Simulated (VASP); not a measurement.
Given:

```xyz
64
Lattice="7.2489 0.0000 0.0000 0.0000 7.2489 0.0000 0.0000 0.0000 7.2489" Properties=species:S:1:pos:R:3 pbc="T T T"
B      3.6137     0.0032     0.0036
B      5.4301     1.8164     0.0001
B      5.4295     7.2483     1.8177
B      7.2444     0.0027     0.0034
B      1.8085     1.8158     0.0057
B      3.6203     3.6263     0.0033
B      5.4310     5.4384     0.0058
B      1.8081     0.0058     1.8159
B      3.6242     1.8199     1.8200
B      5.4265     3.6221     1.8207
B      3.6200     0.0021     3.6275
B      5.4267     1.8196     3.6237
B      5.4317     0.0044     5.4401
B      7.2434     3.6333     0.0032
B      1.8070     5.4401     0.0003
B      7.2471     1.8170     1.8174
B      1.8043     3.6453     1.8162
B      3.6011     5.4419     1.8172
B      7.2433     0.0028     3.6344
B      1.8050     1.8158     3.6453
B      5.4305     5.4412     3.6459
B      1.8071     7.2488     5.4405
B      3.6021     1.8158     5.4425
B      5.4301     3.6447     5.4418
B      7.2410     5.4392     1.8159
B      7.2438     3.6266     3.6268
B      1.8078     5.4384     3.6176
B      7.2416     1.8154     5.4397
B      1.8091     3.6176     5.4378
B      3.6302     5.4379     5.4384
B      7.2466     5.4397     5.4407
N      4.5423     0.8870     0.8875
N      6.3598     2.7042     0.8875
N      6.3598     0.8869     2.7055
N      0.9131     0.8971     0.8973
N      2.7252     2.7102     0.8976
N      4.5366     4.5210     0.8979
N      6.3499     6.3337     0.8974
N      2.7254     0.8969     2.7105
N      4.5939     2.6517     2.6530
N      6.3496     4.5211     2.7105
N      4.5370     0.8961     4.5228
N      6.3494     2.7096     4.5219
N      6.3503     0.8965     6.3348
N      0.9028     4.5225     0.8864
N      2.7245     6.3438     0.8868
N      0.9117     2.7112     2.7114
N      2.6782     4.5678     2.6548
N      4.5358     6.3345     2.7122
N      0.9031     0.8857     4.5230
N      2.6789     2.6537     4.5676
N      4.5919     4.5668     4.5676
N      6.3606     6.3428     4.5236
N      2.7248     0.8862     6.3444
N      4.5358     2.7106     6.3352
N      6.3601     4.5222     6.3438
N      0.9070     6.3395     2.7065
N      0.9138     4.5208     4.5211
N      2.7259     6.3321     4.5214
N      0.9077     2.7058     6.3396
N      2.7262     4.5205     6.3324
N      4.5411     6.3389     6.3402
N      0.9136     6.3334     6.3342
Be     3.6020     3.6443     3.6438
```
Cell charge +1.

Calculation: HSE06 screened hybrid, VASP's PBE PAW potentials (set 64) (plane waves; VASP). Settings: PREC = Normal, LREAL = Auto, ISYM = 0, NELECT = 254.0, EDIFF = 1E-5, 400 eV cut-off, 1×1×1 Γ-centred mesh, Gaussian smearing of 0.050 eV, potentials B N Be.

The cell is charged, with a uniform compensating background. The supercell is sampled at Γ alone, which is coarse: total energies, pressure and levels can be off, energies of defects by several tenths of an eV.

Task: Predict the energy per atom (σ→0).

Result: 
The energy per atom (σ→0) comes out as -10.175 eV/atom.

The cell is a supercell with a defect, built from BN (zinc blende): Be_B, charge +1. The cell's shape comes from a PBE relaxation. The run is not spin-polarised, so no state with unpaired spins was tried.
